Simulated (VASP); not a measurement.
Data:

```xyz
2
Lattice="0.0000 2.2156 2.2156 2.2156 0.0000 2.2156 2.2156 2.2156 0.0000" Properties=species:S:1:pos:R:3 pbc="T T T"
B      0.0000     0.0000     0.0000
P      1.1078     1.1078     1.1078
```

All values below come from PBE GGA with D3 dispersion (zero damping), VASP's PBE PAW potentials (set 64) (plane waves; VASP). Settings: 520 eV cut-off, 10×10×10 Γ-centred mesh, Gaussian smearing of 0.050 eV, potentials B P.

Problem. Predict the energy per atom (σ→0), pressure.

Solution. 
```yaml
energy per atom (σ→0): -6.615 eV/atom
pressure: 11.60 GPa
```

The compound is BP in the zinc blende structure. This cell is one point of a volume scan, at 0.94 of the reference volume.
